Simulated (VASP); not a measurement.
# TlGaSe2: phonons from a supercell, part 4 of 4

How does the lattice of TlGaSe2 vibrate? The start is a cell from a database of measured crystal structures.

VASP 6.6.1; PBEsol; plane waves and PAW (Tl, Se, Ga).

So far. Step 2 (Relax the host): The run ended after 9 ionic steps, 0.123 eV below its first step, once forces and stress met EDIFFG = -0.02. Step 3 (Tight relaxation): The run ended after 5 ionic steps, 0.000 eV below its first step, once forces and stress met EDIFFG = -0.002.

## (5) Force constants in the supercell (continued)

Parts of OUTCAR (step 5):

```text
  LATTYP: Found a simple tetragonal cell.
 ALAT       =     7.9406006322
 C/A-ratio  =     1.6110964638

 Found      6 irreducible k-points:

   k-points           NKPTS =      6   k-points in BZ     NKDIM =      6   number of bands    NBANDS=     89

   dimension x,y,z NGX =    48 NGY =   48 NGZ =   80
   dimension x,y,z NGXF=    96 NGYF=   96 NGZF=  160

   ENCUT  =  350.0 eV  25.72 Ry    5.07 a.u.  12.11 12.11 19.51*2*pi/ulx,y,z

   NELECT =     144.0000    total number of electrons

 E-fermi :   3.0036

 k-point     1 :       0.0000    0.0000    0.0000
  band No.  band energies     occupation
    ...
     68       1.8137      2.00000
     69       2.0134      2.00000
     70       2.5578      2.00000
     71       2.5630      2.00000
     72       2.8925      1.99832
     73       3.1140      0.00178
     74       4.3852      0.00000
     75       4.3874      0.00000
     76       5.1893      0.00000
     77       5.1907      0.00000
    ...

 k-point     2 :       0.5000    0.0000    0.0000
  band No.  band energies     occupation
    ...
     68       1.7922      2.00000
     69       1.7965      2.00000
     70       1.7985      2.00000
     71       2.1260      2.00000
     72       2.1261      2.00000
     73       4.2976      0.00000
     74       4.2976      0.00000
     75       4.7118      0.00000
     76       4.7125      0.00000
     77       4.7449      0.00000
    ...

  energy-cutoff  :      350.00
  volume of cell :      806.64
      direct lattice vectors                 reciprocal lattice vectors
     7.940600632  0.000000000  0.000000000     0.125935058  0.000000000  0.000000000
     0.000000000  7.940600632  0.000000000     0.000000000  0.125935058  0.000000000
     0.000000000  0.000000000 12.793073599     0.000000000  0.000000000  0.078167298

 POSITION                                       TOTAL-FORCE (eV/Angst)
 -----------------------------------------------------------------------------------
      0.00000      0.00000      1.59913        -0.000000     -0.000000      0.006960
      0.00000      0.00000      7.99567        -0.000000     -0.000000     -0.002739
      3.97030      3.97030      4.79740        -0.000000     -0.000000     -0.002340
      3.97030      3.97030     11.19394        -0.000000     -0.000000     -0.002365
      0.00000      0.00000      4.79740        -0.000000     -0.000000     -0.002340
      0.00000      0.00000     11.19394        -0.000000     -0.000000     -0.002365
      3.97030      3.97030      7.99567        -0.000000     -0.000000     -0.002739
      3.97030      3.97030      1.59913        -0.000000     -0.000000      0.006960
      1.31101      2.65929      0.00000         0.010393     -0.010393     -0.035334
      1.31101      2.65929      6.39654        -0.015594      0.015594      0.004565
      5.28131      6.62959      3.19827        -0.014879      0.014879     -0.001677
      5.28131      6.62959      9.59481        -0.015201      0.015201      0.002231
      6.62959      2.65929      3.19827         0.040377      0.040377     -0.034100
      6.62959      2.65929      9.59481         0.015898      0.015898      0.004586
      2.65929      6.62959      6.39654         0.016291      0.016291      0.002225
      2.65929      6.62959      0.00000         0.016607      0.016607     -0.001657
      2.65929      1.31101      3.19827         0.014879     -0.014879     -0.001677
      2.65929      1.31101      9.59481         0.015201     -0.015201      0.002231
      6.62959      5.28131      6.39654         0.015594     -0.015594      0.004565
      6.62959      5.28131      0.00000        -0.010393      0.010393     -0.035334
      5.28131      1.31101      0.00000        -0.016607     -0.016607     -0.001657
      5.28131      1.31101      6.39654        -0.016291     -0.016291      0.002225
      1.31101      5.28131      3.19827        -0.040377     -0.040377     -0.034100
      1.31101      5.28131      9.59481        -0.015898     -0.015898      0.004586
      0.00000      3.97030      1.58413        -0.000000     -0.000000      0.176707
      0.00000      3.97030      7.99567        -0.000000     -0.000000     -0.005146
      3.97030      0.00000      4.79740        -0.000000     -0.000000     -0.001313
      3.97030      0.00000     11.19394        -0.000000     -0.000000     -0.001346
      3.97030      0.00000      1.59913        -0.000000     -0.000000      0.006015
      3.97030      0.00000      7.99567        -0.000000     -0.000000     -0.003985
      0.00000      3.97030      4.79740        -0.000000     -0.000000     -0.025543
      0.00000      3.97030     11.19394        -0.000000     -0.000000     -0.026100
 -----------------------------------------------------------------------------------
    total drift:                               -0.000006      0.000001     -0.000090

  FREE ENERGIE OF THE ION-ELECTRON SYSTEM (eV)
  ---------------------------------------------------
  free  energy   TOTEN  =      -126.9283521123 eV

  energy  without entropy=     -126.9282980609  energy(sigma->0) =     -126.92832509

 Eigenvectors and eigenvalues of the dynamical matrix
 ----------------------------------------------------

   1 f  =    8.244109 THz    51.799266 2PiTHz  274.993883 cm-1    34.094881 meV
             X         Y         Z           dx          dy          dz
[...]
3.970300  3.970300  4.797403     0.000000   -0.000000   -0.009459
      3.970300  3.970300 11.193939     0.000000   -0.000000   -0.009459
      0.000000  0.000000  4.797403    -0.000000   -0.000000   -0.009459
      0.000000  0.000000 11.193939    -0.000000    0.000000   -0.009459
      3.970300  3.970300  7.995671     0.000000   -0.000000    0.009459
      3.970300  3.970300  1.599134     0.000000   -0.000000    0.009459
      1.311007  2.659293  0.000000     0.092938   -0.092938   -0.000000
      1.311007  2.659293  6.396537     0.092938   -0.092938    0.000000
      5.281307  6.629594  3.198268    -0.092938    0.092938    0.000000
      5.281307  6.629594  9.594805    -0.092938    0.092938   -0.000000
      6.629594  2.659293  3.198268     0.092938    0.092938    0.000000
      6.629594  2.659293  9.594805     0.092938    0.092938   -0.000000
      2.659293  6.629594  6.396537    -0.092938   -0.092938    0.000000
      2.659293  6.629594  0.000000    -0.092938   -0.092938   -0.000000
      2.659293  1.311007  3.198268     0.092938   -0.092938    0.000000
      2.659293  1.311007  9.594805     0.092938   -0.092938   -0.000000
      6.629594  5.281307  6.396537    -0.092938    0.092938    0.000000
      6.629594  5.281307  0.000000    -0.092938    0.092938   -0.000000
      5.281307  1.311007  0.000000     0.092938    0.092938   -0.000000
      5.281307  1.311007  6.396537     0.092938    0.092938    0.000000
      1.311007  5.281307  3.198268    -0.092938   -0.092938    0.000000
      1.311007  5.281307  9.594805    -0.092938   -0.092938   -0.000000
      0.000000  3.970300  1.599134    -0.000000   -0.000000    0.300600
      0.000000  3.970300  7.995671    -0.000000    0.000000    0.300600
      3.970300  0.000000  4.797403     0.000000    0.000000   -0.300600
      3.970300  0.000000 11.193939     0.000000    0.000000   -0.300600
      3.970300  0.000000  1.599134     0.000000    0.000000    0.300600
      3.970300  0.000000  7.995671    -0.000000    0.000000    0.300600
      0.000000  3.970300  4.797403    -0.000000    0.000000   -0.300600
      0.000000  3.970300 11.193939    -0.000000   -0.000000   -0.300600

   3 f  =    7.891073 THz    49.581072 2PiTHz  263.217851 cm-1    32.634840 meV
             X         Y         Z           dx          dy          dz
      0.000000  0.000000  1.599134    -0.000000    0.000000   -0.025322
      0.000000  0.000000  7.995671    -0.000000    0.000000    0.025322
      3.970300  3.970300  4.797403     0.000000   -0.000000   -0.000000
      3.970300  3.970300 11.193939     0.000000   -0.000000    0.000000
      0.000000  0.000000  4.797403    -0.000000    0.000000   -0.000000
      0.000000  0.000000 11.193939    -0.000000    0.000000    0.000000
      3.970300  3.970300  7.995671     0.000000   -0.000000    0.025322
      3.970300  3.970300  1.599134     0.000000    0.000000   -0.025322
      1.311007  2.659293  0.000000    -0.074308    0.074308    0.099743
      1.311007  2.659293  6.396537     0.074308   -0.074308   -0.099743
      5.281307  6.629594  3.198268     0.074308   -0.074308    0.099743
      5.281307  6.629594  9.594805    -0.074308    0.074308   -0.099743
      6.629594  2.659293  3.198268    -0.074308   -0.074308    0.099743
      6.629594  2.659293  9.594805     0.074308    0.074308   -0.099743
      2.659293  6.629594  6.396537    -0.074308   -0.074308   -0.099743
      2.659293  6.629594  0.000000     0.074308    0.074308    0.099743
      2.659293  1.311007  3.198268    -0.074308    0.074308    0.099743
      2.659293  1.311007  9.594805     0.074308   -0.074308   -0.099743
      6.629594  5.281307  6.396537    -0.074308    0.074308   -0.099743
      6.629594  5.281307  0.000000     0.074308   -0.074308    0.099743
      5.281307  1.311007  0.000000    -0.074308   -0.074308    0.099743
      5.281307  1.311007  6.396537     0.074308    0.074308   -0.099743
      1.311007  5.281307  3.198268     0.074308    0.074308    0.099743
      1.311007  5.281307  9.594805    -0.074308   -0.074308   -0.099743
      0.000000  3.970300  1.599134    -0.000000   -0.000000   -0.406683
      0.000000  3.970300  7.995671    -0.000000   -0.000000    0.406683
      3.970300  0.000000  4.797403     0.000000    0.000000   -0.000000
      3.970300  0.000000 11.193939     0.000000    0.000000    0.000000
      3.970300  0.000000  1.599134     0.000000    0.000000   -0.406683
      3.970300  0.000000  7.995671     0.000000    0.000000    0.406683
      0.000000  3.970300  4.797403    -0.000000   -0.000000   -0.000000
      0.000000  3.970300 11.193939    -0.000000    0.000000    0.000000

   4 f  =    7.891073 THz    49.581072 2PiTHz  263.217851 cm-1    32.634840 meV
             X         Y         Z           dx          dy          dz
      0.000000  0.000000  1.599134     0.000000   -0.000000    0.000000
      0.000000  0.000000  7.995671     0.000000    0.000000   -0.000000
      3.970300  3.970300  4.797403    -0.000000   -0.000000   -0.025322
      3.970300  3.970300 11.193939    -0.000000    0.000000    0.025322
      0.000000  0.000000  4.797403     0.000000    0.000000   -0.025322
      0.000000  0.000000 11.193939     0.000000   -0.000000    0.025322
      3.970300  3.970300  7.995671    -0.000000   -0.000000   -0.000000
      3.970300  3.970300  1.599134    -0.000000    0.000000    0.000000
      1.311007  2.659293  0.000000    -0.074308    0.074308   -0.099743
    [... 3240 further lines ...]
      3.970300  0.000000  7.995671    -0.000000   -0.000000   -0.000000
      0.000000  3.970300  4.797403    -0.000000    0.000000   -0.000000
      0.000000  3.970300 11.193939    -0.000000    0.000000   -0.000000

 ELASTIC MODULI CONTR FROM IONIC RELAXATION (kBar)
 Direction    XX          YY          ZZ          XY          YZ          ZX
 --------------------------------------------------------------------------------
 XX           0.0000      0.0000      0.0000      0.0000      0.0000      0.0000
 YY           0.0000      0.0000      0.0000      0.0000      0.0000      0.0000
 ZZ           0.0000      0.0000      0.0000      0.0000      0.0000      0.0000
 XY           0.0000      0.0000      0.0000      0.0000      0.0000      0.0000
 YZ           0.0000      0.0000      0.0000      0.0000      0.0000      0.0000
 ZX           0.0000      0.0000      0.0000      0.0000      0.0000      0.0000
 --------------------------------------------------------------------------------

[... 2 parts as in an earlier step ...]

[... 7 further parts left out ...]
```

The last energy, forces, stress and levels in OUTCAR belong to the last displaced cell, not to the cell of POSCAR.

This step gave:

```
electrons          : 144
lowest frequency   : -20.83 cm⁻¹
highest frequency  : 275.0 cm⁻¹
dynamically stable : no
```

No long-range dipole term. Phonon branches along the path, in cm⁻¹:

| point | branch 1 | branch 2 | branch 3 | branch 4 | branch 21 | branch 22 | branch 23 | branch 24 |
| --- | --- | --- | --- | --- | --- | --- | --- | --- |
| Γ | -21 | 0 | 0 | 0 | 211 | 237 | 237 | 275 |
| 0.47 of the way | 15 | 23 | 24 | 25 | 212 | 239 | 241 | 274 |
| X | 17 | 25 | 25 | 35 | 214 | 241 | 246 | 273 |
| 0.47 of the way | 17 | 23 | 24 | 33 | 215 | 245 | 247 | 273 |
| M | 17 | 22 | 22 | 34 | 217 | 250 | 250 | 272 |
| 0.47 of the way | 17 | 23 | 24 | 25 | 214 | 244 | 244 | 273 |
| Γ | -21 | 0 | 0 | 0 | 211 | 237 | 237 | 275 |
| 0.47 of the way | 21 | 21 | 31 | 31 | 239 | 239 | 252 | 260 |
| Z | 22 | 22 | 31 | 34 | 223 | 248 | 248 | 273 |
| 0.47 of the way | 25 | 27 | 35 | 37 | 237 | 242 | 243 | 270 |
| P | 34 | 34 | 38 | 38 | 240 | 240 | 257 | 257 |
| 0.47 of the way | 32 | 32 | 36 | 36 | 240 | 240 | 257 | 257 |
| N | 28 | 28 | 35 | 35 | 240 | 240 | 257 | 257 |
| 0.53 of the way | 23 | 25 | 33 | 37 | 237 | 243 | 243 | 271 |
| Z1 | 22 | 22 | 31 | 34 | 223 | 248 | 248 | 273 |
| 0.47 of the way | 22 | 22 | 22 | 34 | 219 | 249 | 249 | 272 |
| M | 17 | 22 | 22 | 34 | 217 | 250 | 250 | 272 |
| jump to X | 17 | 25 | 25 | 35 | 214 | 241 | 246 | 273 |
| 0.47 of the way | 26 | 29 | 37 | 37 | 230 | 240 | 244 | 271 |
| P | 34 | 34 | 38 | 38 | 240 | 240 | 257 | 257 |

The density of states is left out, since its tetrahedron sum missed flat branches.

## (6) Results

```json
{
 "highest frequency": "275 cm⁻¹",
 "lowest frequency": "-20.8 cm⁻¹"
}
```

**Reading.** The spectrum reaches 275 cm⁻¹, and its lowest point lies at -21 cm⁻¹. Imaginary modes (printed as negative) make the structure unstable in the harmonic picture at these settings. Where their wave vectors fit the supercell they are computed directly; elsewhere they may come from the interpolation. Frequencies between the wave vectors that fit the supercell are interpolated.

[Lines on the potential files, build, host, timing and source positions are cut from VASP's logs without a mark.]

[Logs are printed without paths, hosts, clocks, repeated set-up lines and the standing remarks that a program may print on its own settings, such as how far it seeks lower states.]

[Hosts, paths, dates, database ids (printed as entryN), source tags and the programs' standing remarks are cut or masked in the printed files.]

[Runs that stopped without an error message from VASP are left out.]
